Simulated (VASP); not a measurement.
Computed with LDA (Ceperley-Alder, Perdew-Zunger), VASP's LDA PAW potentials (set 64) (plane waves; VASP).

VASP input:

KPOINTS:
```
K-points
0
Gamma
  15 15 15
```

### INCAR
```
ENCUT = 520
ALGO = Normal
LCHARG = .FALSE.
LASPH = .TRUE.   ! aspherical one-centre terms
PREC = Accurate
ISIF = 3
ISMEAR = 1
NSW = 60
LREAL = .FALSE.   ! projection in real space or not
SIGMA = 0.1
IBRION = 2   ! conjugate gradients
EDIFF = 1E-6
SYSTEM = Rh
LWAVE = .FALSE.
LMAXMIX = 4   ! l cut-off of mixed one-centre charges
NELM = 100   ! most electronic steps
EDIFFG = -0.01   ! ionic stop
```

File POSCAR:
```
Rh
1.0
  0.0000000000   1.9000000000   1.9000000000
  1.9000000000   0.0000000000   1.9000000000
  1.9000000000   1.9000000000   0.0000000000
Rh
1
Cartesian
  0.0000000000   0.0000000000   0.0000000000
```

POTCAR, in this order: Rh_pv (LDA.64 set). Program: vasp_std.

What VASP printed:

### OSZICAR
```
       N       E                     dE             d eps       ncg     rms          rms(c)
DAV:   1     0.114191357792E+03    0.11419E+03   -0.94041E+03  2659   0.147E+03
DAV:   2    -0.775373632487E+01   -0.12195E+03   -0.11669E+03  2694   0.387E+02
DAV:   3    -0.924139104229E+01   -0.14877E+01   -0.14832E+01  3039   0.491E+01
DAV:   4    -0.925072876272E+01   -0.93377E-02   -0.93367E-02  2889   0.401E+00
DAV:   5    -0.925088085830E+01   -0.15210E-03   -0.15209E-03  3029   0.472E-01    0.106E+01
DAV:   6    -0.869601391589E+01    0.55487E+00   -0.13061E+00  2742   0.169E+01    0.349E+00
DAV:   7    -0.867512914050E+01    0.20885E-01   -0.19643E-02  3000   0.176E+00    0.171E+00
DAV:   8    -0.866969492357E+01    0.54342E-02   -0.40591E-03  2814   0.105E+00    0.158E-01
DAV:   9    -0.866959429108E+01    0.10063E-03   -0.96103E-05  3117   0.160E-01    0.439E-02
DAV:  10    -0.866959985817E+01   -0.55671E-05   -0.30931E-06  2784   0.260E-02    0.251E-03
DAV:  11    -0.866959987476E+01   -0.16597E-07   -0.16938E-07  1533   0.601E-03
   1 F= -.86695999E+01 E0= -.86695373E+01  d E =-.866960E+01
       N       E                     dE             d eps       ncg     rms          rms(c)
DAV:   1    -0.129783575801E+02   -0.43088E+01   -0.67691E+01  2778   0.134E+02    0.229E+01
DAV:   2    -0.870623670615E+01    0.42721E+01   -0.93053E+00  2694   0.486E+01    0.391E+00
DAV:   3    -0.856116103277E+01    0.14508E+00   -0.35820E-01  2907   0.893E+00    0.289E+00
DAV:   4    -0.856195962830E+01   -0.79860E-03   -0.17968E-02  2838   0.189E+00    0.987E-01
DAV:   5    -0.856372517394E+01   -0.17655E-02   -0.34710E-03  2904   0.749E-01    0.645E-02
DAV:   6    -0.856361132509E+01    0.11385E-03   -0.70774E-05  2951   0.109E-01    0.143E-02
DAV:   7    -0.856360931707E+01    0.20080E-05   -0.48469E-06  3021   0.367E-02    0.952E-04
DAV:   8    -0.856360918472E+01    0.13235E-06   -0.40469E-08  1587   0.296E-03
   2 F= -.85636092E+01 E0= -.85635620E+01  d E =0.105991E+00
       N       E                     dE             d eps       ncg     rms          rms(c)
DAV:   1    -0.112344836156E+02   -0.26709E+01   -0.39940E+01  2763   0.110E+02    0.110E+01
DAV:   2    -0.869240503431E+01    0.25421E+01   -0.63313E+00  2715   0.379E+01    0.424E+00
DAV:   3    -0.867979979890E+01    0.12605E-01   -0.75394E-02  2925   0.360E+00    0.228E+00
DAV:   4    -0.868349549232E+01   -0.36957E-02   -0.10691E-02  2799   0.134E+00    0.525E-01
DAV:   5    -0.868443733247E+01   -0.94184E-03   -0.96134E-04  3003   0.365E-01    0.716E-02
DAV:   6    -0.868436319565E+01    0.74137E-04   -0.32473E-05  2787   0.905E-02    0.792E-03
DAV:   7    -0.868436333098E+01   -0.13533E-06   -0.35826E-07  2015   0.864E-03
   3 F= -.86843633E+01 E0= -.86843114E+01  d E =-.147635E-01
       N       E                     dE             d eps       ncg     rms          rms(c)
DAV:   1    -0.868477678316E+01   -0.41359E-03   -0.60416E-03  2763   0.131E+00    0.147E-01
DAV:   2    -0.868438460830E+01    0.39217E-03   -0.94862E-04  2742   0.475E-01    0.252E-02
DAV:   3    -0.868437979829E+01    0.48100E-05   -0.14160E-05  2895   0.528E-02    0.142E-02
DAV:   4    -0.868438017110E+01   -0.37281E-06   -0.29152E-06  2750   0.226E-02
   4 F= -.86843802E+01 E0= -.86843285E+01  d E =-.147803E-01
```

OUTCAR:
```
------------------------ aborting loop because EDIFF is reached ----------------------------------------
  FORCE on cell =-STRESS in cart. coord.  units (eV):
  Direction    XX          YY          ZZ          XY          YZ          ZX
  --------------------------------------------------------------------------------------
  Total       -0.0060508     -0.0060508     -0.0060508     -0.0000000     -0.0000000      0.0000000
  in kB       -0.7313221     -0.7313221     -0.7313221     -0.0000000     -0.0000000      0.0000000
  external PRESSURE =      -0.7313221 kB  Pullay stress =       0.0000000 kB
  volume of cell :       13.26
      direct lattice vectors                 reciprocal lattice vectors
     0.000000000  1.878433743  1.878433743    -0.266179205  0.266179205  0.266179205
     1.878433743 -0.000000000  1.878433743     0.266179205 -0.266179205  0.266179205
     1.878433743  1.878433743  0.000000000     0.266179205  0.266179205 -0.266179205
 POSITION                                       TOTAL-FORCE (eV/Angst)
 -----------------------------------------------------------------------------------
      3.75687      1.87843      1.87843         0.000000     -0.000000     -0.000000
 -----------------------------------------------------------------------------------
    total drift:                               -0.000000     -0.000000     -0.000000
  FREE ENERGIE OF THE ION-ELECTRON SYSTEM (eV)
  ---------------------------------------------------
  free  energy   TOTEN  =        -8.6843801711 eV

  energy  without entropy=       -8.6842251520  energy(sigma->0) =       -8.68432850

 reached required accuracy - stopping structural energy minimisation
```
(Selected blocks of OUTCAR.)

### CONTCAR
```
Rh
   1.00000000000000
     0.0000000000000000    1.8784337432482536    1.8784337432482536
     1.8784337432482536   -0.0000000000000000    1.8784337432482536
     1.8784337432482536    1.8784337432482536    0.0000000000000000
  Rh
     1
Direct
     0.0000000000000000    1.0000000000000000    1.0000000000000000
```

Energy and stress use the plane-wave basis of the starting cell.

The compound is Rh in the fcc structure. This run relaxes it. Symmetry was kept, so distortions that lower it aren't found.
